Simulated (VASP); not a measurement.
Input:

```
CELL_PARAMETERS angstrom
      1.88634    -3.26723     0.00000
      1.88634     3.26723     0.00000
      0.00000     0.00000     4.87251
ATOMIC_POSITIONS crystal
  Pt 0.00000 0.00000 0.00000
  Se 0.33333 0.66667 0.26360
  Se 0.66667 0.33333 0.73640
```

Method: vdW-DF-cx, VASP's PBE PAW potentials (set 64) (plane waves; VASP). Run with 520 eV cut-off, 11×11×7 Γ-centred mesh, tetrahedra with Blöchl corrections, potentials Pt Se.

The cores are frozen, which limits the accuracy of field gradients.

Give the principal components of the electric field gradient (V/Å²) and the asymmetry η at each nucleus.

| atom | Vxx | Vyy | Vzz | η |
|---|---|---|---|---|
| Pt1 | -64.2 | -64.2 | 128.5 | 0.00 |
| Se2 | 18.0 | 18.0 | -35.9 | 0.00 |
| Se3 | 18.0 | 18.0 | -35.9 | 0.00 |

The compound is PtSe2 in the 1T layered structure. It was relaxed first.
